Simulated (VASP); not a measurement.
Data:

```yaml
crystal:
  lattice:
    - [6.06215, 0.00000, 0.00000]
    - [0.00000, 4.29378, 0.00000]
    - [0.00000, 0.00000, 6.06811]
  atoms:
    - { symbol: Ba, position: [0.75000, 0.00000, 0.24467] }
    - { symbol: Ba, position: [0.25000, 0.00000, 0.75533] }
    - { symbol: Mg, position: [0.25000, 0.50000, 0.25803] }
    - { symbol: Mg, position: [0.75000, 0.50000, 0.74197] }
```

All values below come from PBEsol GGA, VASP's PBE PAW potentials (set 64) (plane waves; VASP). Settings: 400 eV cut-off, Gaussian smearing of 0.050 eV, potentials Ba_sv Mg.

Unless said otherwise, spin-orbit coupling is left out, though it shifts the bands of the heavy elements here.

Q: Estimate the band gap (along the path) with the smallest direct gap where there is one.

A: 
```json
{
  "band gap (along the path)": "none (metal, semimetal or under 0.01 eV)"
}
```

Total energies compare only between runs with the same potentials, cut-off and functional.

The structure comes from a computed database's BaMg entry (Pmma); how it stands against other phases isn't given here. It was relaxed first, which changed the volume by -6 %.
